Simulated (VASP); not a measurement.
# The low-index faces of Hf, part 2 of 5

Aim: compare the low-index faces of Hf at one level of theory.

VASP 6.6.1; PBE; plane waves and PAW (Hf).

So far. Step 3 (The bulk reference, job self-consistent run, k-mesh …): The run ends at a pressure of -0.07 GPa.

### 4. Surface relaxation, 8 atoms, face Hf(0001)

System of this step: Hf(0001). The cell holds 8 atoms: 8 Hf. Cell: a = 3.194 Å, b = 3.194 Å, c = 32.640 Å, α = 90.0°, β = 90.0°, γ = 60.0°. It derives from Hf. 8 layers of hcp Hf, cut at this functional's lattice. Vacuum lies along c.

All atoms relax at the fixed cell.

Contents of INCAR:

```
SYSTEM = Hf
PREC = Normal
ENCUT = 320
EDIFF = 1E-05
NELM = 120
ISMEAR = 1
SIGMA = 0.15
LREAL = .FALSE.
ALGO = Fast
GGA = PE
NBANDS = 24
LASPH = .TRUE.
LORBIT = 11
LWAVE = .FALSE.
LCHARG = .FALSE.
KPAR = 4
IBRION = 2
NSW = 40
ISIF = 2
EDIFFG = -0.03
POTIM = 0.4
MAXMIX = 40
```

Contents of POSCAR:

```
Hf
1.0
    3.1939811660      0.0000000000      0.0000000000
    1.5969905830      2.7660688290      0.0000000000
    0.0000000000      0.0000000000     32.6399052760
Hf
8
Direct
    0.6666666700      0.6666666700      0.2297800800
    0.0000000000      0.0000000000      0.3069857700
    0.6666666700      0.6666666700      0.3841914600
    0.0000000000      0.0000000000      0.4613971500
    0.6666666700      0.6666666700      0.5386028500
    0.0000000000      0.0000000000      0.6158085400
    0.6666666700      0.6666666700      0.6930142300
    0.0000000000      0.0000000000      0.7702199200
```

Contents of KPOINTS:

```
Automatic mesh
0
Gamma
12 12 1
0 0 0
```

Potentials, in the order of the species: Hf (PBE family, release 64).

Command:

```sh
> mpirun -np 4 vasp_std
```

Output:

```text
[banner, memory and clock lines left out]
running    4 mpi-ranks, on    1 nodes
 distrk:  each k-point on    1 cores,    4 groups
 distr:  one band on    1 cores,    1 groups

 POSCAR found type information on POSCAR Hf
 POSCAR found :  1 types and       8 ions
 LDA part: xc-table for (Slater+PW92), standard interpolation
 POSCAR, INCAR and KPOINTS ok, starting setup
 FFT: planning ... GRIDC
 FFT: planning ... GRID_SOFT
 FFT: planning ... GRID
 WAVECAR not read
 entering main loop
       N       E                     dE             d eps       ncg     rms          rms(c)
DAV:   2    -0.705589001888E+02   -0.10676E+03   -0.97074E+02  1272   0.130E+02
DAV:   3    -0.819531387075E+02   -0.11394E+02   -0.10774E+02  1312   0.397E+01
DAV:   4    -0.828321909407E+02   -0.87905E+00   -0.85330E+00  1600   0.952E+00
DAV:   5    -0.828716816765E+02   -0.39491E-01   -0.38742E-01  1520   0.197E+00    0.256E+01
RMM:   6    -0.115654868920E+03   -0.32783E+02   -0.89834E+01  1379   0.239E+01    0.176E+01
RMM:   7    -0.101826718693E+03    0.13828E+02   -0.55554E+01  1057   0.179E+01    0.173E+01
RMM:   8    -0.818313752622E+02    0.19995E+02   -0.99857E+00  1016   0.931E+00    0.787E+00
RMM:   9    -0.796240006067E+02    0.22074E+01   -0.43232E+00  1272   0.511E+00    0.586E+00
RMM:  10    -0.781204482119E+02    0.15036E+01   -0.25935E+00  1142   0.382E+00    0.378E+00
RMM:  11    -0.794670111009E+02   -0.13466E+01   -0.33398E+00  1198   0.373E+00    0.462E+00
RMM:  12    -0.783587347084E+02    0.11083E+01   -0.42685E-01  1099   0.188E+00    0.341E+00
RMM:  13    -0.779329975579E+02    0.42574E+00   -0.22310E-01  1216   0.108E+00    0.243E+00
RMM:  14    -0.777152784966E+02    0.21772E+00   -0.20406E-01  1231   0.921E-01    0.153E+00
RMM:  15    -0.776446345747E+02    0.70644E-01   -0.47781E-01  1279   0.126E+00    0.880E-01
RMM:  16    -0.776490343322E+02   -0.43998E-02   -0.59831E-02  1337   0.606E-01    0.914E-01
RMM:  17    -0.776517789837E+02   -0.27447E-02   -0.18120E-02  1389   0.240E-01    0.946E-01
RMM:  18    -0.776591066492E+02   -0.73277E-02   -0.13685E-02  1227   0.245E-01    0.998E-01
RMM:  19    -0.776346643213E+02    0.24442E-01   -0.22750E-03  1108   0.150E-01    0.826E-01
RMM:  20    -0.776166630061E+02    0.18001E-01   -0.29197E-02  1418   0.408E-01    0.767E-01
RMM:  21    -0.776146103340E+02    0.20527E-02   -0.29678E-03  1323   0.130E-01    0.709E-01
RMM:  22    -0.776040465729E+02    0.10564E-01   -0.42190E-03  1177   0.140E-01    0.531E-01
RMM:  23    -0.775989661316E+02    0.50804E-02   -0.38207E-03  1220   0.126E-01    0.413E-01
RMM:  24    -0.775969972447E+02    0.19689E-02   -0.15480E-03  1312   0.781E-02    0.370E-01
RMM:  25    -0.775949962622E+02    0.20010E-02   -0.93054E-04  1240   0.676E-02    0.302E-01
RMM:  26    -0.775912646400E+02    0.37316E-02   -0.56766E-03  1487   0.144E-01    0.117E-01
RMM:  27    -0.775908147962E+02    0.44984E-03   -0.19889E-03  1358   0.786E-02    0.377E-02
RMM:  28    -0.775907926914E+02    0.22105E-04   -0.50608E-04  1273   0.451E-02    0.641E-03
RMM:  29    -0.775908089704E+02   -0.16279E-04   -0.11992E-04   937   0.229E-02    0.959E-03
RMM:  30    -0.775908371460E+02   -0.28176E-04   -0.89047E-05   943   0.200E-02    0.213E-02
RMM:  31    -0.775908198126E+02    0.17333E-04   -0.14232E-05   635   0.123E-02    0.134E-02
RMM:  32    -0.775908220492E+02   -0.22366E-05   -0.53750E-06   600   0.825E-03
   1 F= -.77590822E+02 E0= -.77589525E+02  d E =-.775908E+02
 curvature:   0.00 expect dE= 0.000E+00 dE for cont linesearch  0.000E+00
 trial: gam= 0.00000 g(F)=  0.876E-01 g(S)=  0.000E+00 ort = 0.000E+00 (trialstep = 0.100E+01)
 search vector abs. value=  0.876E-01
 bond charge predicted
       N       E                     dE             d eps       ncg     rms          rms(c)
DAV:   1    -0.776695879264E+02   -0.78768E-01   -0.37839E+00   992   0.853E+00    0.717E-01
RMM:   2    -0.777857089157E+02   -0.11612E+00   -0.23180E-01  1081   0.126E+00    0.129E+00
RMM:   3    -0.776769853820E+02    0.10872E+00   -0.31559E-02   944   0.657E-01    0.488E-01
RMM:   4    -0.776695947588E+02    0.73906E-02   -0.20149E-02  1063   0.407E-01    0.259E-01
RMM:   5    -0.776675828341E+02    0.20119E-02   -0.92433E-03  1246   0.242E-01    0.150E-01
RMM:   6    -0.776677739416E+02   -0.19111E-03   -0.13677E-03  1234   0.997E-02    0.135E-01
RMM:   7    -0.776679118269E+02   -0.13789E-03   -0.57419E-04  1227   0.599E-02    0.117E-01
RMM:   8    -0.776672329478E+02    0.67888E-03   -0.82533E-04  1142   0.567E-02    0.444E-02
RMM:   9    -0.776672533642E+02   -0.20416E-04   -0.49417E-04  1182   0.430E-02    0.207E-02
RMM:  10    -0.776673136108E+02   -0.60247E-04   -0.15375E-04  1005   0.257E-02    0.897E-03
RMM:  11    -0.776673198480E+02   -0.62372E-05   -0.19360E-05   665   0.145E-02
   2 F= -.77667320E+02 E0= -.77666252E+02  d E =-.764978E-01
[...]
3 F= -.77734369E+02 E0= -.77733210E+02  d E =-.143547E+00
[...]
4 F= -.77734383E+02 E0= -.77733277E+02  d E =-.143561E+00
[...]
5 F= -.77736231E+02 E0= -.77735312E+02  d E =-.184849E-02
[...]
6 F= -.77737371E+02 E0= -.77736611E+02  d E =-.298854E-02
[...]
7 F= -.77737592E+02 E0= -.77737063E+02  d E =-.320960E-02
 curvature:  -1.04 expect dE=-0.269E-03 dE for cont linesearch -0.133E-03
 ZBRENT: bracketing found
 ZBRENT: interpolating
 opt :   4.2687  next Energy=   -77.737876 (dE=-0.349E-02)
 bond charge predicted
       N       E                     dE             d eps       ncg     rms          rms(c)
DAV:   1    -0.777380038466E+02   -0.41860E-03   -0.10370E-01   976   0.144E+00    0.127E-01
RMM:   2    -0.777377967665E+02    0.20708E-03   -0.11648E-03   917   0.149E-01    0.176E-02
RMM:   3    -0.777378292866E+02   -0.32520E-04   -0.30974E-04  1070   0.610E-02    0.995E-03
RMM:   4    -0.777378351150E+02   -0.58285E-05   -0.59925E-05   811   0.256E-02
   8 F= -.77737835E+02 E0= -.77737219E+02  d E =-.345230E-02
 curvature:  -2.21 expect dE=-0.149E-03 dE for cont linesearch -0.239E-05
 trial: gam= 0.01647 g(F)=  0.677E-04 g(S)=  0.000E+00 ort = 0.415E-04 (trialstep = 0.196E+01)
 search vector abs. value=  0.695E-04
 reached required accuracy - stopping structural energy minimisation
```

Wall time 77 s (4 MPI ranks of Intel Xeon 6975P-C (Granite Rapids), shared host); peak memory 0.77 GiB.

OUTCAR, selected parts (step 4):

```text
  LATTYP: Found a hexagonal cell.
 ALAT       =     3.1939811660
 C/A-ratio  =    10.2191915291

 Subroutine GETGRP returns: Found 12 space group operations
 (whereof  6 operations were pure point group operations)

The static configuration has the point symmetry C_3v.
 The point group associated with its full space group is D_3d.

 Found     19 irreducible k-points:

   k-points           NKPTS =     19   k-points in BZ     NKDIM =     19   number of bands    NBANDS=     24

   dimension x,y,z NGX =    14 NGY =   14 NGZ =  144
   dimension x,y,z NGXF=    28 NGYF=   28 NGZF=  288

   ENCUT  =  320.0 eV  23.52 Ry    4.85 a.u.   4.66  4.66 47.61*2*pi/ulx,y,z

   NELECT =      32.0000    total number of electrons

 E-fermi :   1.6620

 k-point     1 :       0.0000    0.0000    0.0000
  band No.  band energies     occupation
    ...
      6      -2.6593      2.00000
      7      -2.2442      2.00000
      8      -2.0700      2.00000
      9       1.4056      2.03629
     10       1.4300      2.05107
     11       1.7631      0.09882
     12       1.9775     -0.01128
     13       2.1955     -0.00001
     14       2.2836     -0.00000
     15       2.6511     -0.00000
    ...

 k-point     2 :       0.0833   -0.0000    0.0000
  band No.  band energies     occupation
    ...
      7      -2.0372      2.00000
      8      -1.8627      2.00000
      9       1.2667      2.00124
     10       1.3395      2.00958
     11       1.5505      1.94810
     12       1.8320     -0.06804
     13       1.9825     -0.01002
     14       2.0853     -0.00049
     15       2.3671     -0.00000
     16       2.4483     -0.00000
    ...

  Total       -1.5050741     -1.5050741     -0.5445284      0.0000000      0.0000000     -0.0000000
  in kB       -8.3622712     -8.3622712     -3.0254285      0.0000000      0.0000000     -0.0000000
  external PRESSURE =      -6.5833236 kB  Pullay stress =       0.0000000 kB

  energy-cutoff  :      320.00
  volume of cell :      288.37
      direct lattice vectors                 reciprocal lattice vectors
     3.193981166  0.000000000  0.000000000     0.313088884 -0.180761952  0.000000000
     1.596990583  2.766068829  0.000000000     0.000000000  0.361523903  0.000000000
     0.000000000  0.000000000 32.639905276     0.000000000  0.000000000  0.030637344

 POSITION                                       TOTAL-FORCE (eV/Angst)
 -----------------------------------------------------------------------------------
      3.19398      1.84405      7.58416         0.000000      0.000000      0.018591
      0.00000      0.00000      9.93172        -0.000000     -0.000000      0.012099
      3.19398      1.84405     12.54972         0.000000      0.000000     -0.016521
      0.00000      0.00000     15.03886         0.000000      0.000000      0.010561
      3.19398      1.84405     17.60104         0.000000     -0.000000     -0.010561
      0.00000      0.00000     20.09019        -0.000000     -0.000000      0.016521
      3.19398      1.84405     22.70818         0.000000      0.000000     -0.012099
      0.00000      0.00000     25.05574        -0.000000     -0.000000     -0.018591
 -----------------------------------------------------------------------------------
    total drift:                                0.000000      0.000000     -0.000045

  FREE ENERGIE OF THE ION-ELECTRON SYSTEM (eV)
  ---------------------------------------------------
  free  energy   TOTEN  =       -77.7378351150 eV

  energy  without entropy=      -77.7359878768  energy(sigma->0) =      -77.73721937

 total charge
# of ion       s       p       d       tot
------------------------------------------
    1        0.652   0.369   1.968   2.989
    2        0.623   0.497   2.033   3.153
    3        0.614   0.480   1.976   3.070
    4        0.615   0.486   1.989   3.091
    5        0.615   0.486   1.989   3.091
    6        0.614   0.480   1.976   3.070
    7        0.623   0.497   2.033   3.153
    8        0.652   0.369   1.968   2.989
--------------------------------------------------
tot          5.008   3.666  15.932  24.606

[... 1 part as in an earlier step ...]

[... 7 further parts left out ...]
```

CONTCAR:

```
Hf
   1.00000000000000
     3.1939811659999999    0.0000000000000000    0.0000000000000000
     1.5969905830000000    2.7660688290000000    0.0000000000000000
     0.0000000000000000    0.0000000000000000   32.6399052760000004
  Hf
     8
Direct
     0.6666666699999979    0.6666666699999979    0.2323586455710372
     0.0000000000000000    0.0000000000000000    0.3042815874506030
     0.6666666699999979    0.6666666699999979    0.3844900770607249
     0.0000000000000000    0.0000000000000000    0.4607507587233639
     0.6666666699999979    0.6666666699999979    0.5392492412766363
     0.0000000000000000    0.0000000000000000    0.6155099229392751
     0.6666666699999979    0.6666666699999979    0.6957184125493969
     0.0000000000000000    0.0000000000000000    0.7676413544289629
```

The run keeps the 12 symmetry operations of its start, so it cannot find a distortion of lower symmetry.

The steps of the relaxation:

```csv
step,energy less that of the first step (eV),largest force (eV/Å)
1,0.0000,0.8185
2,-0.0765,0.5838
3,-0.1435,0.1343
4,-0.1436,0.1254
5,-0.1454,0.0783
6,-0.1465,0.0348
7,-0.1468,0.0548
8,-0.1470,0.0186
```

The atoms that moved most (Å):

```csv
atom,dx,dy,dz,length
Hf2,0.000,0.000,-0.088,0.088
Hf7,0.000,0.000,0.088,0.088
Hf1,0.000,0.000,0.084,0.084
Hf8,0.000,0.000,-0.084,0.084
Hf4,0.000,0.000,-0.021,0.021
Hf5,0.000,0.000,0.021,0.021
Hf3,0.000,0.000,0.010,0.010
Hf6,0.000,0.000,-0.010,0.010
```

The relaxed structure:

```xyz
8
Lattice="3.1940 0.0000 0.0000 1.5970 2.7661 0.0000 0.0000 0.0000 32.6399" Properties=species:S:1:pos:R:3
Hf    3.1940    1.8440    7.5842
Hf    0.0000    0.0000    9.9317
Hf    3.1940    1.8440   12.5497
Hf    0.0000    0.0000   15.0389
Hf    3.1940    1.8440   17.6010
Hf    0.0000    0.0000   20.0902
Hf    3.1940    1.8440   22.7082
Hf    0.0000    0.0000   25.0557
```

This step gave:

| Property | Result |
| --- | --- |
| electronic cycles | 79 |
| electrons | 32 |
| free energy (TOTEN) | -77.7378 eV |
| energy at zero smearing | -77.7372 eV |
| Fermi energy | 1.662 eV |

The run ended after 8 ionic steps, 0.147 eV below its first step, once the forces on the free atoms met EDIFFG = -0.03.

[end of part 2 of 5]

[Lines on the potential files, build, host, timing and source positions are cut from VASP's logs without a mark.]

[Logs are printed without paths, hosts, clocks, repeated set-up lines and the standing remarks that a program may print on its own settings, such as how far it seeks lower states.]

[Hosts, paths, dates, database ids (printed as entryN), source tags and the programs' standing remarks are cut or masked in the printed files.]

[Runs that stopped without an error message from VASP are left out.]
